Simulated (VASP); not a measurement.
VASP input:

INCAR:
```
SYSTEM=BeS
PREC=Accurate; ENCUT=400; LREAL=F
LASPH=T
EDIFF=1E-6; NELM=100; ALGO=Normal
ISMEAR=0; SIGMA=0.05
GGA=PE
ISIF=2
LWAVE=F; LCHARG=F
```

File POSCAR:
```
BeS
2.48370
  0.0000000000   1.0000000000   1.0000000000
  1.0000000000   0.0000000000   1.0000000000
  1.0000000000   1.0000000000   0.0000000000
Be S
1 1
Cart
  0.0000000000   0.0000000000   0.0000000000
  0.5000000000   0.5000000000   0.5000000000
```

### KPOINTS
```
Automatic mesh
0
Gamma
7 7 7
0 0 0
```

POTCAR, in this order: Be S (PBE.64 set). Program: vasp_std.

Problem. Translate this PBE calculation to Ansatz.

Solution. One equivalent input (not run):
Ansatz 0.2 input:
```yaml
crystal:
  lattice:
    - [0.0000000, 2.4837000, 2.4837000]
    - [2.4837000, 0.0000000, 2.4837000]
    - [2.4837000, 2.4837000, 0.0000000]
  atoms:
    - { symbol: Be, position: [0.0000000, 0.0000000, 0.0000000] }
    - { symbol: S, position: [0.2500000, 0.2500000, 0.2500000] }
kpoints:
  mp_grid: { grid: [7, 7, 7] }
hamiltonian:
  xc: pbe
  pseudopotentials: { kind: paw }
scf:
  occupations: { method: gaussian, width: 0.05 }
  max_iter: 100
output: { forces: true, stress: true, eigenvalues: true }
```
Limits of the translation: each code has its own PAW files, so the cut-off isn't converted (ENCUT is set for VASP's; basis.ecutwfc is left out, and Ansatz then takes the one that its files recommend); Ansatz stops its SCF on the density residual and VASP on the energy change (EDIFF).

The compound is BeS in the zinc blende structure. The cell was not relaxed at this level.
